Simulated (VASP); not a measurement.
Data:

```yaml
crystal:
  lattice:
    - [3.91062, 0.00000, 0.00000]
    - [0.00000, 3.91062, 0.00000]
    - [0.00000, 0.00000, 3.91062]
  atoms:
    - { symbol: Sr, position: [0.00000, 0.00000, 0.00000] }
    - { symbol: V, position: [0.50000, 0.50000, 0.50000] }
    - { symbol: O, position: [0.50000, 0.00000, 0.50000] }
    - { symbol: O, position: [0.00000, 0.50000, 0.50000] }
    - { symbol: O, position: [0.50000, 0.50000, 0.00000] }
```

The numbers are results of optB86b-vdW, VASP's PBE PAW potentials (set 64) (plane waves; VASP 6.6.1), not measurements. Numerical set-up: 520 eV cut-off, 8×8×8 Γ-centred mesh, first-order Methfessel-Paxton smearing of 0.10 eV, potentials Sr_sv V_sv O.

**Question.** Give the stress tensor in GPa (positive for a compressed cell).

**Answer.** 
```
-9.84   0.00   0.00
 0.00  -9.84   0.00
 0.00   0.00  -9.84
```
The pressure is its mean diagonal, -9.84 GPa.

The compound is SrVO3 in the cubic perovskite structure. This cell is one point of a volume scan, at 1.06 of the reference volume. The run is not spin-polarised, so no magnetic state was tried. The electron count is odd and the run is not spin-polarised, which forces a metal.
